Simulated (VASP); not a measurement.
**NiH (space group Fm-3m): computed properties**

Method: PBEsol GGA, VASP's PBE PAW potentials (set 64) (plane waves; VASP).

* **space group**: Fm-3m (225)
* **cell**: a = b = c = 3.665 Å, α = β = γ = 90.00°
* **volume per atom**: 6.15 Å^3/atom
* **band gap (over mesh and band path)**: none (metal, semimetal or under 0.01 eV)
* **Hill bulk modulus**: 227 GPa
* **Hill shear modulus**: 73.4 GPa
* **Poisson's ratio**: 0.354
* **band gap with spin-orbit coupling**: none (metallic)
* **density**: 8.05 g/cm³
* **optical Γ-point spectrum**: 624 (×3) cm⁻¹
* **C11**: 307 GPa
* **C12**: 187 GPa
* **C44**: 83.7 GPa

NiH is modelled in the cubic space group Fm-3m (No. 225), the rock salt structure, Pearson symbol cF8. Lattice parameters: a = b = c = 3.6653 Å, α = β = γ = 90.00°. Ni on 4a is coordinated by 6 H at 1.833 Å and 12 Ni at 2.592 Å. H on 4b has 6 Ni at 1.833 Å (octahedral). (Neighbours: up to the widest gap in distance over summed covalent radii, below 1.35, at either atom; cation-cation and far metal-metal contacts left out.)
(The calculation used a cell of 2 atoms; values per cell refer to that cell.)

Finite-difference elastic constants of metals are sensitive to mesh and smearing; shear constants can be off by tens of GPa.

The structure comes from a computed database's NiH entry (Fm-3m); how it stands against other phases isn't given here. It was relaxed first. Symmetry was kept, so distortions that lower it aren't found. The run is not spin-polarised, so no magnetic state was tried. The electron count is odd and the run is not spin-polarised, which forces a metal.
